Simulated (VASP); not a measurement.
Given:

```xyz
3
Lattice="-1.6371 1.6371 3.9933 1.6371 -1.6371 3.9933 1.6371 1.6371 -3.9933" Properties=species:S:1:pos:R:3 pbc="T T T"
Si     0.0000     0.0000     5.3111
Si     0.0000     0.0000     2.6755
W      0.0000     0.0000     0.0000
```

The numbers are results of PBE GGA + U (Dudarev), VASP's PBE PAW potentials (set 64) (plane waves; VASP), not measurements. Settings: 400 eV cut-off, 12×12×12 Γ-centred mesh, first-order Methfessel-Paxton smearing of 0.10 eV, potentials Si W_sv, U − J: W 5.00 eV.

Which forces act on the atoms, in eV/Å?

| atom | Fx | Fy | Fz |
|---|---|---|---|
| Si1 | 0.000 | 0.000 | -0.111 |
| Si2 | 0.000 | 0.000 | 0.111 |
| W3 | 0.000 | 0.000 | 0.000 |

Give the stress tensor in GPa (positive for a compressed cell).

```
-3.49   0.00   0.00
 0.00  -3.49   0.00
 0.00   0.00  -5.51
```
The pressure is its mean diagonal, -4.17 GPa.

The compound is WSi2 in the MoSi2 type structure. The cell was not relaxed at this level. The run is one of a series of settings (LDAU = .TRUE., LDAUJ = 0 0, LDAUL = -1 2, LDAUTYPE = 2, LDAUU = 0 5.0 against the base run), some of them coarse on purpose.
